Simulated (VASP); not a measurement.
Consider the following.

```xyz
3
Lattice="3.7639 0.0000 0.0000 -1.8820 3.2596 0.0000 0.0000 0.0000 6.3542" Properties=species:S:1:pos:R:3 pbc="T T T"
Sn     0.0000     0.0000     0.0000
Se     1.8820     1.0865     4.8108
Se     0.0000     2.1731     1.5434
```

All values below come from PBE GGA, VASP's PBE PAW potentials (set 64) (plane waves; VASP). Settings: 300 eV cut-off, 8×8×4 Γ-centred mesh, Gaussian smearing of 0.010 eV, potentials Sn_d Se.

At this cut-off the stress carries a Pulay error, which pulls relaxed volumes low.

### Question
Give the force on each atom (eV/Å).

### Answer

| atom | Fx | Fy | Fz |
|---|---|---|---|
| Sn1 | 0.000 | 0.000 | 0.000 |
| Se2 | 0.000 | 0.000 | -0.871 |
| Se3 | 0.000 | 0.000 | 0.871 |

### Question
Give the stress tensor in GPa (positive for a compressed cell).

### Answer

```
6.39  0.00  0.00
0.00  6.39  0.00
0.00  0.00  6.38
```
The pressure is its mean diagonal, 6.38 GPa.

The structure comes from a computed database's SnSe2 entry; how it stands against other phases isn't given here. The cell was not relaxed at this level.
